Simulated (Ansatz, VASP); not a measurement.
# GaN in two plane-wave programs

Wanted: the spread between two codes on one cell, functional and k mesh. The cell is taken from a series of runs on this material, whose earlier steps may have relaxed, scaled, displaced or heated it; both programs get it as it stands.

Method: plane waves, with VASP 6.6.1 beside it; zone-centre phonons at LDA, in Ansatz 0.2.0.

## Step 1: The structure

It takes space group P6_3mc (No. 186, hexagonal). Conventional cell: a = 3.042 Å, b = 3.042 Å, c = 4.964 Å, α = 90.00°, β = 90.00°, γ = 120.00°. Nearest to N lie 4 Ga at 1.86 to 1.87 Å. Nearest to Ga lie 4 N at 1.86 to 1.87 Å. Farther neighbours and most contacts between anions are not listed.

As a file:

```cif
data_structure
_symmetry_space_group_name_H-M 'P 1'
_symmetry_Int_Tables_number 1
_cell_length_a 3.0418
_cell_length_b 3.0418
_cell_length_c 4.9645
_cell_angle_alpha 90.000
_cell_angle_beta 90.000
_cell_angle_gamma 120.000
_cell_volume 39.78
loop_
_atom_site_label
_atom_site_type_symbol
_atom_site_fract_x
_atom_site_fract_y
_atom_site_fract_z
_atom_site_occupancy
N1 N 0.33333 0.66667 0.37541 1
N2 N 0.66667 0.33333 0.87541 1
Ga3 Ga 0.33333 0.66667 0.99959 1
Ga4 Ga 0.66667 0.33333 0.49959 1
```

## Step 2: Ansatz: zone-centre phonons, LDA

Ansatz runs on its PAW soft_1 files.

Second derivatives magnify differences that forces hide, and they need a tight electronic threshold.

The input, input.yaml:

```yaml
crystal:
  lattice:
    - [3.0418091814, 0.0, 0.0]
    - [-1.5209045907, 2.6342840246, 0.0]
    - [0.0, 0.0, 4.9644847077]
  atoms:
    - { symbol: "N", position: [0.3333333333, 0.6666666667, 0.3754141458] }
    - { symbol: "N", position: [0.6666666667, 0.3333333333, 0.8754141458] }
    - { symbol: Ga, position: [0.3333333333, 0.6666666667, -0.0004141458] }
    - { symbol: Ga, position: [0.6666666667, 0.3333333333, 0.4995858542] }
kpoints:
  mp_grid: { grid: [15, 15, 8] }
hamiltonian:
  xc: lda
  pseudopotentials: { kind: paw, azcp: { folder: soft_1 }, xc_functional: pbe }
scf:
  occupations: { method: fixed }
output:
  eigenvalues: true
phonons:
  method: dfpt
  dielectric: true
  rigid_motions: translations
```

Command:

```console
ansatz run input.yaml --threads 8 --pin off --max-ram 16384MiB --backend cpu --events-out ev --progress --plain --runs-dir out
```

Numbers of over 12 decimals in the logs are rounded to 6 here.

Log:

```text
Engine: ansatz 0.2.0, aarch64-unknown-linux-gnu
Pseudopotentials: kind: paw
Pseudopotential: N, paw, valence charge 5, recommended cutoff 420 eV (normal), soft_1/N.paw.azcp
Pseudopotential: Ga, paw, valence charge 13, recommended cutoff 420 eV (normal), soft_1/Ga.paw.azcp
Functional definition: SPW92
  exchange = slater_x
  correlation = pw_c
Crystal: 4 atoms, lattice volume = 39.780 Å³
Basis set: ecut = 420 eV, 785 PW (Γ), exchange–correlation on 48×48×72 points (8 copies of the dense FFT grid, shifted against one another)
Bands: 22, of which v1, the nominal top of the filled ones, is band 18 counted from 1 (17 counted from 0)
Symmetry: 12 space group operations
k-points: 488 of 1800 (irreducible under 2 space group operations, time reversal used)
Non-local potential: N, projectors of the file, l = 0: 2, l = 1: 2, l = 2: 1
Non-local potential: Ga, projectors of the file, l = 0: 2, l = 1: 2, l = 2: 3, l = 3: 1
PAW form: soft (Blöchl's): semilocal exchange-correlation on the pseudo side does not see the compensation charge
PAW frozen core: N, regenerated for the run's functional, and the local potential with it (the file was generated under x = pbe(κ = 0.804, μ = 0.219515), c = pbe(β = 0.066725))
PAW frozen core: Ga, regenerated for the run's functional, and the local potential with it (the file was generated under x = pbe(κ = 0.804, μ = 0.219515), c = pbe(β = 0.066725))
PAW one-centre angular grid: N, 110 points (default); XC on 64 Gauss nodes
PAW one-centre angular grid: Ga, 590 points (default); XC on 64 Gauss nodes
Initial density: superposition of atomic densities (chi_scale 0.1, normalization cell, long waves kept (reshape's long-wave potential 0.00 eV rms))
Initial wavefunctions: pseudopotential atomic-orbital guess
Functional: x = slater, c = lda
SCF iter   1: F=—  HF=-8165.496775 eV  |F-HF|=—  |Δ(HF+E_count)|=         —  Δρ=1.24e-1  dr2=5.47e0  ethr=3.10e-3  ⟨swp⟩=4.1  Hψ=38262  notcnv=0  defer=195
preconditioner: auto → none  [insulator: Δε(μ)=3.819 eV  Ē_g=17.839 eV  n_scr=10 (ndim 8)  ℏωp=35.3 eV  f_vac=0.000  ε∞_Penn≈4.9]
SCF iter   2: F=—  HF=-8164.095781 eV  |F-HF|=—  |Δ(HF+E_count)|=    1.40e0  Δρ=6.16e-2  dr2=8.68e-1  ethr=3.10e-3  ⟨swp⟩=2.9  Hψ=26130  notcnv=0  defer=898
SCF iter   3: F=—  HF=-8163.875896 eV  |F-HF|=—  |Δ(HF+E_count)|=   2.20e-1  Δρ=2.00e-2  dr2=7.12e-2  ethr=2.41e-3  ⟨swp⟩=2.0  Hψ=16393  notcnv=0  defer=736
SCF iter   4: F=—  HF=-8163.867563 eV  |F-HF|=—  |Δ(HF+E_count)|=   8.33e-3  Δρ=8.06e-3  dr2=1.13e-2  ethr=1.98e-4  ⟨swp⟩=2.0  Hψ=21223  notcnv=0  defer=969
SCF iter   5: F=—  HF=-8163.861376 eV  |F-HF|=—  |Δ(HF+E_count)|=   6.19e-3  Δρ=7.84e-4  dr2=6.83e-5  ethr=3.13e-5  ⟨swp⟩=2.0  Hψ=20307  notcnv=0  defer=973
SCF iter   6: F=—  HF=-8163.861359 eV  |F-HF|=—  |Δ(HF+E_count)|=   1.69e-5  Δρ=1.18e-4  dr2=2.08e-6  ethr=1.90e-7  ⟨swp⟩=2.0  Hψ=16578  notcnv=0  defer=630
SCF iter   7: F=—  HF=-8163.861359 eV  |F-HF|=—  |Δ(HF+E_count)|=   1.09e-7  Δρ=7.55e-6  dr2=8.84e-9  ethr=5.78e-9  ⟨swp⟩=2.3  Hψ=14388  notcnv=0  defer=6
SCF iter   8: F=—  HF=-8163.861359 eV  |F-HF|=—  |Δ(HF+E_count)|=   1.18e-9  Δρ=9.02e-7  dr2=1.80e-10  ethr=2.46e-11  ⟨swp⟩=2.6  Hψ=19655  notcnv=0  defer=6
SCF iter   9: F=-8163.861359 eV  HF=-8163.861359 eV  |F-HF|=6.37e-12  |Δ(HF+E_count)|=  2.27e-11  Δρ=1.71e-7  dr2=7.15e-12  ethr=1.00e-12  ⟨swp⟩=6.8  Hψ=59509  notcnv=0
SCF 1 converged in 9 iterations: F = -8163.861359 eV  dr2 = 7.15e-12
  greatest PAW one-centre occupation: 0.996 electrons in one spin orbital (limit 2), on the Ga atom at site 3 (counted from 0), in its partial waves of l = 2
NSCF: frozen V_eff on 4 k-points
DFPT response loops at Γ: preconditioner auto → Resta (q_TF=auto, 2.683 Å⁻¹)  ε∞=4.6 (no band partly filled); β = 1.00, the filter's whole step (`scf.mixing.beta` (0.50) is not read by the response loops at its default; to damp them type it under 1.00, their step now; it binds the ground state too); Broyden in place of MSR1
── the response to a field inside a basis, on 16×16×8 k-points: an SCF that follows is theirs, and a resumed run solves both again ──
Bands: 19, of which v1, the nominal top of the filled ones, is band 18 counted from 1 (17 counted from 0)
k-points: 288 of 2048 (irreducible under 4 space group operations, time reversal used)
Initial density: handed on by an earlier stage of this run
Initial wavefunctions: pseudopotential atomic-orbital guess (no wavefunctions were taken with the density)
Eigensolver: Dense (288 Hₖ)
SCF iter   1: F=—  HF=-8163.861219 eV  |F-HF|=—  |Δ(HF+E_count)|=         —  Δρ=4.65e-4  dr2=1.67e-5  ethr=1.00e-1
preconditioner: auto → none  [insulator: Δε(μ)=3.039 eV  Ē_g=15.650 eV  n_scr=10 (ndim 8)  ℏωp=35.3 eV  f_vac=0.002  ε∞_Penn≈6.1]
SCF iter   2: F=—  HF=-8163.861216 eV  |F-HF|=—  |Δ(HF+E_count)|=   2.98e-6  Δρ=2.56e-4  dr2=7.56e-6  ethr=4.64e-8
SCF iter   3: F=—  HF=-8163.861218 eV  |F-HF|=—  |Δ(HF+E_count)|=   1.50e-6  Δρ=9.78e-5  dr2=3.17e-6  ethr=2.10e-8
SCF iter   4: F=-8163.861216 eV  HF=-8163.861216 eV  |F-HF|=3.01e-9  |Δ(HF+E_count)|=   1.67e-6  Δρ=1.03e-5  dr2=1.45e-8  ethr=8.79e-9
SCF 1 converged in 4 iterations: F = -8163.861216 eV  dr2 = 1.45e-8
  greatest PAW one-centre occupation: 0.996 electrons in one spin orbital (limit 2), on the Ga atom at site 2 (counted from 0), in its partial waves of l = 2
DFPT response loops at Γ: preconditioner auto → Resta (q_TF=auto, 2.683 Å⁻¹)  ε∞=4.4 (no band partly filled); β = 1.00, the filter's whole step (`scf.mixing.beta` (0.50) is not read by the response loops at its default; to damp them type it under 1.00, their step now; it binds the ground state too); Broyden in place of MSR1
SCF converged after 9 iterations
Free energy (F): -8163.861359 eV
Harris-Foulkes:  -8163.861359 eV  (|F-HF|=6.37e-12)
Internal energy: -8163.861359 eV  (E = F + TS)
E sigma→0 (E₀):  -8163.861359 eV
Fermi energy:    11.586961 eV
--- Per-component energies (eV) ---
  E_band       = 45.102299
  E_kinetic    = 493.404634
  E_local      = -2618.517184  (includes V_loc(G=0)·N_el)
  E_nonlocal   = -102.421819
  E_hartree    = 1710.544523
  E_xc         = -247.163841
  E_vxc        = -267.320683  (∫ρ·V_xc dr)
  E_paw        = -4079.896184  (= ΣΔE_a)
  E_vpaw       = -881.132932  (= ΣTr[D̂ρ^β])
  E_aug_tail   = 0.001250  (compensation charges beyond the density's cutoff)
  E_ewald      = -3323.429789
  E_core_change = 3.617051  (= ΣΔE_core)
  E_smearing   = -0.000000  (= −TS)
  E_closure    = 0.000000  (closes the sum)
  Σ components = -8163.861359   (vs F -8163.861359, Δ=0.00e0)
--- Band table (eV; the first three rows and the last of 488) ---
  k-point 0: bands = [... 14 lower, 10.3587, 11.5051, 11.5870, 11.5870, 14.4254, 16.6874, 21.3880, 22.1237]
  k-point 1: bands = [... 14 lower, 10.4035, 11.0476, 11.5383, 11.5383, 14.7909, 16.7183, 21.2723, 22.1347]
  k-point 2: bands = [... 14 lower, 10.5315, 10.5315, 11.4004, 11.4004, 15.5161, 16.7904, 20.9797, 21.7183]
  k-point 487: bands = [... 14 lower, 6.9182, 7.3620, 9.2768, 9.6965, 17.5598, 18.5520, 19.6075, 20.5330]
--- Phonons (Γ-DFPT): 4 representative perturbations + reference, on 488 of 1800 k-points (Σ response iterations 13) ---
  k mesh reduced under 2 symmetry operations, with k and −k counted as one. Each operation leaves every solved perturbation unchanged. A smaller set is not considered because the run solves the response to a homogeneous field
  ASR residual: 6.660e-5 → 0.000e0 eV/Å²; symmetrization residual: 1.100e-5 eV/Å²
  ASR residual per site (eV/Å²): 6.66e-5 6.66e-5 3.03e-5 3.03e-5
  Γ frequencies (cm⁻¹): 0.00 0.00 0.00 129.49 129.49 371.87 633.97 652.37 652.37 669.51 669.51 800.72
  ε∞ (high-frequency dielectric tensor):
        5.220024     0.000000    -0.000000
        0.000000     5.220024     0.000000
       -0.000000     0.000000     5.384843
  ε⁰ (static dielectric tensor: ions relaxed, cell fixed):
        8.429593     0.000000     0.000000
        0.000000     8.429593     0.000000
        0.000000     0.000000     9.136055
  ε⁰ − ε∞ (ionic part):
        3.209570     0.000000     0.000000
        0.000000     3.209570     0.000000
        0.000000     0.000000     3.751212
  softest optical mode at Γ: 129.49 cm⁻¹; the repairs (sum rule, projections) moved no ω² at Γ by more than (1.96 cm⁻¹)²
  Born effective charges Z* (e; rows j = field, columns β = displacement):
    site 0:
        -2.53774    0.00000    0.00000
        -0.00000   -2.53774   -0.00000
         0.00000   -0.00000   -2.66616
    site 1:
        -2.53774    0.00000    0.00000
         0.00000   -2.53774   -0.00000
         0.00000   -0.00000   -2.66616
    site 2:
         2.53774   -0.00000   -0.00000
         0.00000    2.53774    0.00000
        -0.00000    0.00000    2.66616
    site 3:
         2.53774   -0.00000   -0.00000
         0.00000    2.53774    0.00000
        -0.00000    0.00000    2.66616
  Z* charge neutrality: 1.237e-3 e pre-enforcement
  solved inside a basis spanned on kpoints, on 16×16×8 k-points, its susceptibility summed on 20×20×12: ε∞ is read to err by 1.4e-2, Z* by 1.4e-2 e (field_mesh: kpoints solves on kpoints); Z* is corrected for what the basis lacks
  optical modes at Γ without the LO–TO term, one row a degenerate level:
      ω (cm⁻¹)  modes    IR ((D/Å)²/amu)
        129.49      2             0.0000
        371.87      1             0.0000
        633.97      1            28.1205
[...]
optical modes at Γ + LO–TO along q̂ = [1.0000, 0.0000, 0.0000]:
      ω (cm⁻¹)  modes    IR ((D/Å)²/amu)
[...]
optical modes at Γ + LO–TO along q̂ = [0.0000, 1.0000, 0.0000]:
      ω (cm⁻¹)  modes    IR ((D/Å)²/amu)
[...]
800.72      1             0.0000
        829.01      1            25.4769
  optical modes at Γ + LO–TO along q̂ = [0.0000, 0.0000, 1.0000]:
      ω (cm⁻¹)  modes    IR ((D/Å)²/amu)
        129.49      2             0.0000
        371.87      1             0.0000
        652.37      2            50.9537
        669.51      2             0.0000
        800.72      1             0.0000
        825.78      1            28.1205
```

[end of part 1 of 3]

[Lines on the potential files, build, host, timing and source positions are cut from VASP's logs without a mark.]

[Logs are printed without paths, hosts, clocks, repeated set-up lines and the standing remarks that a program may print on its own settings, such as how far it seeks lower states.]

[Hosts, paths, dates, database ids (printed as entryN), source tags and the programs' standing remarks are cut or masked in the printed files.]
